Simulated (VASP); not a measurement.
# G0W0 gap of TiO2 (Rutile) against strain

How does the quasiparticle gap of TiO2 (Rutile) follow strain, and does the starting functional get the slope right? The cell is of the rutile type, one of the forms listed for this formula, which need not be the common one. The start is a cell from a database of measured crystal structures.

Calculated with VASP 6.6.1; PBE, no spin polarisation; plane waves and PAW (Ti_sv, O), in the first sound run; inputs show where later runs differ.

## Step 1: Starting point

Symmetry: P4_2/mnm, No. 136, tetragonal system. The conventional cell has a = 4.592 Å, b = 4.592 Å, c = 2.957 Å, α = 90.00°, β = 90.00°, γ = 90.00°. Nearest to Ti lie 6 O at 1.95 to 1.98 Å. O has 3 Ti at 1.95 to 1.98 Å nearest. Farther neighbours and most contacts between anions are not listed.

## Step 2: Relaxation

The atoms are relaxed first inside the given cell, which is kept (ISIF = 2), since band edges depend on the positions.

INCAR reads:

```
SYSTEM = TiO2
PREC = Accurate
ENCUT = 520
EDIFF = 1E-06
NELM = 100
ISMEAR = 0
SIGMA = 0.05
LREAL = .FALSE.
ALGO = Normal
GGA = PE
NBANDS = 30
LASPH = .TRUE.
LWAVE = .FALSE.
LCHARG = .FALSE.
KPAR = 8
IBRION = 2
NSW = 60
ISIF = 2
EDIFFG = -0.01
```

POSCAR reads:

```
TiO2
1.0
    4.5922000000      0.0000000000      0.0000000000
    0.0000000000      4.5922000000      0.0000000000
    0.0000000000      0.0000000000      2.9574000000
Ti O
2 4
Direct
    0.5000000000      0.5000000000      0.5000000000
    0.0000000000      0.0000000000      0.0000000000
    0.8049600000      0.1950400000      0.5000000000
    0.6950400000      0.6950400000      0.0000000000
    0.1950400000      0.8049600000      0.5000000000
    0.3049600000      0.3049600000      0.0000000000
```

KPOINTS reads:

```
Automatic mesh
0
Gamma
5 5 7
0 0 0
```

Potentials, in the order of the species: Ti_sv and O (PBE family, release 64).

Started as:

```bash
$ mpirun -np 8 vasp_std
```

Output:

```text
[banner, memory and clock lines left out]
running    8 mpi-ranks, on    1 nodes
 distrk:  each k-point on    1 cores,    8 groups
 distr:  one band on    1 cores,    1 groups

 POSCAR found type information on POSCAR TiO
 POSCAR found :  2 types and       6 ions
|                                                                             |
|           W    W    AA    RRRRR   N    N  II  N    N   GGGG   !!!           |
|           W    W   A  A   R    R  NN   N  II  NN   N  G    G  !!!           |
|           W    W  A    A  R    R  N N  N  II  N N  N  G       !!!           |
|           W WW W  AAAAAA  RRRRR   N  N N  II  N  N N  G  GGG   !            |
|           WW  WW  A    A  R   R   N   NN  II  N   NN  G    G                |
|           W    W  A    A  R    R  N    N  II  N    N   GGGG   !!!           |
|                                                                             |
|     For optimal performance we recommend to set                             |
|       NCORE = 2 up to number-of-cores-per-socket                            |
|     NCORE specifies how many cores store one orbital (NPAR=cpu/NCORE).      |
|     This setting can greatly improve the performance of VASP for DFT.       |
|     The default, NCORE=1 might be grossly inefficient on modern             |
|     multi-core architectures or massively parallel machines. Do your        |
|     Unfortunately you need to use the default for GW and RPA                |
|     calculations (for HF NCORE is supported but not extensively tested      |
|     yet).                                                                   |
|                                                                             |

 LDA part: xc-table for (Slater+PW92), standard interpolation
 POSCAR, INCAR and KPOINTS ok, starting setup
 FFT: planning ... GRIDC
 FFT: planning ... GRID_SOFT
 FFT: planning ... GRID
 WAVECAR not read
 entering main loop
       N       E                     dE             d eps       ncg     rms          rms(c)
DAV:   1     0.666298505111E+03    0.66630E+03   -0.24734E+04  1440   0.188E+03
DAV:   2     0.387703566528E+02   -0.62753E+03   -0.59199E+03  1580   0.553E+02
DAV:   3    -0.662352620727E+02   -0.10501E+03   -0.10270E+03  2186   0.206E+02
DAV:   4    -0.709274274778E+02   -0.46922E+01   -0.46872E+01  2012   0.440E+01
DAV:   5    -0.711181928410E+02   -0.19077E+00   -0.19074E+00  1958   0.710E+00    0.315E+01
DAV:   6    -0.541115458991E+02    0.17007E+02   -0.10261E+02  1782   0.975E+01    0.116E+01
DAV:   7    -0.538523054921E+02    0.25924E+00   -0.15104E+01  1722   0.325E+01    0.823E+00
DAV:   8    -0.537260480371E+02    0.12626E+00   -0.31047E+00  1698   0.173E+01    0.363E+00
DAV:   9    -0.536362369615E+02    0.89811E-01   -0.72596E-01  1780   0.762E+00    0.106E+00
DAV:  10    -0.536459498876E+02   -0.97129E-02   -0.74533E-02  1846   0.213E+00    0.516E-01
DAV:  11    -0.536419859189E+02    0.39640E-02   -0.20319E-02  1804   0.109E+00    0.662E-02
DAV:  12    -0.536420683813E+02   -0.82462E-04   -0.17442E-03  1694   0.460E-01    0.874E-02
DAV:  13    -0.536419812174E+02    0.87164E-04   -0.33424E-04  1714   0.189E-01    0.102E-02
DAV:  14    -0.536419876537E+02   -0.64363E-05   -0.43345E-05  2236   0.550E-02    0.171E-02
DAV:  15    -0.536419854557E+02    0.21980E-05   -0.16703E-05  1894   0.424E-02    0.154E-03
DAV:  16    -0.536419854667E+02   -0.10995E-07   -0.53025E-07   792   0.860E-03
   1 F= -.53641985E+02 E0= -.53641985E+02  d E =-.536420E+02
 curvature:   0.00 expect dE= 0.000E+00 dE for cont linesearch  0.000E+00
 trial: gam= 0.00000 g(F)=  0.305E-02 g(S)=  0.000E+00 ort = 0.000E+00 (trialstep = 0.100E+01)
 search vector abs. value=  0.305E-02
 bond charge predicted
       N       E                     dE             d eps       ncg     rms          rms(c)
DAV:   1    -0.536425149722E+02   -0.52952E-03   -0.83955E-01  1488   0.533E+00    0.140E-01
DAV:   2    -0.536436674821E+02   -0.11525E-02   -0.14029E-02  1586   0.826E-01    0.124E-01
DAV:   3    -0.536435393063E+02    0.12818E-03   -0.44808E-04  2092   0.135E-01    0.733E-02
DAV:   4    -0.536434823833E+02    0.56923E-04   -0.25462E-04  1586   0.127E-01    0.105E-02
DAV:   5    -0.536434855245E+02   -0.31412E-05   -0.48172E-05  1566   0.516E-02    0.832E-03
DAV:   6    -0.536434852500E+02    0.27450E-06   -0.14084E-06   870   0.107E-02
   2 F= -.53643485E+02 E0= -.53643485E+02  d E =-.149978E-02
 trial-energy change:   -0.001500  1 .order   -0.001500   -0.003054    0.000055
 step:   0.9824(harm=  0.9824)  dis= 0.00422  next Energy=   -53.643486 (dE=-0.150E-02)
 reached required accuracy - stopping structural energy minimisation
```

It took 9.6 s on 8 MPI ranks of Intel Xeon 6975P-C (Granite Rapids), shared host; peak memory 1.6 GiB; 59 s of CPU time.

Lines that name or quote the potential files are left out of all logs, and their timing lines are given in words.

Parts of OUTCAR (step 2):

```text
ion  position               nearest neighbor table
   1  0.500  0.500  0.500-   4 1.95   6 1.95   4 1.95   6 1.95   5 1.98   3 1.98
   2  0.000  0.000  0.000-   3 1.95   5 1.95   3 1.95   5 1.95   4 1.98   6 1.98
   3  0.805  0.195  0.500-   2 1.95   2 1.95   1 1.98
   4  0.695  0.695  0.000-   1 1.95   1 1.95   2 1.98
   5  0.195  0.805  0.500-   2 1.95   2 1.95   1 1.98
   6  0.305  0.305  0.000-   1 1.95   1 1.95   2 1.98

  LATTYP: Found a simple tetragonal cell.
 ALAT       =     4.5922000000
 C/A-ratio  =     0.6440050520

 Subroutine GETGRP returns: Found 16 space group operations
 (whereof  8 operations were pure point group operations)

The static configuration has the point symmetry D_2h.
 The point group associated with its full space group is D_4h.

 Found     24 irreducible k-points:

   k-points           NKPTS =     24   k-points in BZ     NKDIM =     24   number of bands    NBANDS=     30

   dimension x,y,z NGX =    36 NGY =   36 NGZ =   24
   dimension x,y,z NGXF=    72 NGYF=   72 NGZF=   48

   ENCUT  =  520.0 eV  38.22 Ry    6.18 a.u.   8.54  8.54  5.50*2*pi/ulx,y,z

   NELECT =      48.0000    total number of electrons

 k-points in reciprocal lattice and weights: Automatic mesh
   0.00000000  0.00000000  0.00000000       0.006
   0.20000000  0.00000000  0.00000000       0.023
   0.40000000  0.00000000  0.00000000       0.023
   0.20000000  0.20000000  0.00000000       0.023
   0.40000000  0.20000000  0.00000000       0.046
   0.40000000  0.40000000  0.00000000       0.023
   0.00000000  0.00000000  0.14285714       0.011
   0.20000000  0.00000000  0.14285714       0.046
   0.40000000  0.00000000  0.14285714       0.046
[...]
0.40000000  0.20000000  0.42857143       0.091
   0.40000000  0.40000000  0.42857143       0.046

 average (electrostatic) potential at core
       1 -76.1973       2 -76.1973       3 -69.2865       4 -69.2865       5 -69.2865
       6 -69.2865

 E-fermi :   5.1666

 k-point     1 :       0.0000    0.0000    0.0000
  band No.  band energies     occupation
    ...
     20       2.8746      2.00000
     21       4.1602      2.00000
     22       4.4140      2.00000
     23       4.4140      2.00000
     24       4.8785      2.00000
     25       6.7136      0.00000
     26       6.9982      0.00000
     27       7.2454      0.00000
     28       7.3494      0.00000
     29       7.3494      0.00000
    ...

 k-point     2 :       0.2000    0.0000    0.0000
  band No.  band energies     occupation
    ...
     20       2.8962      2.00000
     21       3.7375      2.00000
     22       3.9111      2.00000
     23       4.1281      2.00000
     24       4.7287      2.00000
     25       6.9206      0.00000
     26       7.2502      0.00000
     27       7.5056      0.00000
     28       7.5248      0.00000
     29       7.5634      0.00000
    ...

 k-point     3 :       0.4000    0.0000    0.0000
  band No.  band energies     occupation
    ...
     20       2.3921      2.00000
     21       3.0490      2.00000
     22       3.4266      2.00000
     23       3.9988      2.00000
     24       4.3286      2.00000
     25       7.2636      0.00000
     26       7.4267      0.00000
     27       7.8043      0.00000
     28       7.8610      0.00000
     29       8.1003      0.00000
    ...

  Total        2.3232518      2.3232518      2.0962680     -0.0000000      0.0000000      0.0000000
  in kB       59.6836279     59.6836279     53.8524824     -0.0000000      0.0000000      0.0000000
  external PRESSURE =      57.7399127 kB  Pullay stress =       0.0000000 kB

  energy-cutoff  :      520.00
  volume of cell :       62.37
      direct lattice vectors                 reciprocal lattice vectors
     4.592200000  0.000000000  0.000000000     0.217760550  0.000000000  0.000000000
     0.000000000  4.592200000  0.000000000     0.000000000  0.217760550  0.000000000
     0.000000000  0.000000000  2.957400000     0.000000000  0.000000000  0.338134848

 POSITION                                       TOTAL-FORCE (eV/Angst)
 -----------------------------------------------------------------------------------
      2.29610      2.29610      1.47870         0.000000     -0.000000      0.000000
      0.00000      0.00000      0.00000         0.000000     -0.000000      0.000000
      3.69225      0.89995      1.47870         0.001595     -0.001595      0.000000
      3.19605      3.19605      0.00000        -0.001595     -0.001595      0.000000
      0.89995      3.69225      1.47870        -0.001595      0.001595      0.000000
      1.39615      1.39615      2.95740         0.001595      0.001595     -0.000000
 -----------------------------------------------------------------------------------
    total drift:                                0.000000      0.000000      0.000000

  FREE ENERGIE OF THE ION-ELECTRON SYSTEM (eV)
  ---------------------------------------------------
  free  energy   TOTEN  =       -53.6434852500 eV

  energy  without entropy=      -53.6434852500  energy(sigma->0) =      -53.64348525

 reached required accuracy - stopping structural energy minimisation

[... 3 further parts left out ...]
```

The run keeps the 16 symmetry operations of its start, so it cannot find a distortion of lower symmetry.

The steps of the relaxation:

```tsv
step	energy less that of the first step (eV)	largest force (eV/Å)
1	0.0000	0.1258
2	-0.0015	0.0023
```

Final coordinates:

```xyz
6
Lattice="4.5922 0.0000 0.0000 0.0000 4.5922 0.0000 0.0000 0.0000 2.9574" Properties=species:S:1:pos:R:3 pbc="T T T"
Ti    2.2961    2.2961    1.4787
Ti    0.0000    0.0000    0.0000
O     3.6922    0.9000    1.4787
O     3.1961    3.1961    0.0000
O     0.9000    3.6922    1.4787
O     1.3961    1.3961    0.0000
```

Numbers from this step:

```yaml
free_energy_toten: -53.6435 eV
fermi_energy: 5.167 eV
pressure: 5.774 GPa
```

At PBE, with these data sets, the largest force is down to 0.0023 eV/Å.

(Part 1 of 5 ends here.)

[Lines on the potential files, build, host, timing and source positions are cut from VASP's logs without a mark.]

[Logs are printed without paths, hosts, clocks, repeated set-up lines and the standing remarks that a program may print on its own settings, such as how far it seeks lower states.]

[Hosts, paths, dates, database ids (printed as entryN), source tags and the programs' standing remarks are cut or masked in the printed files.]

[Pressures printed for these runs are not shown converged in the cutoff: they can be off by several GPa and have the wrong sign.]

[In band tables of VASP the shares of atoms and orbitals are scaled to a sum of 1 inside the atoms' spheres.]
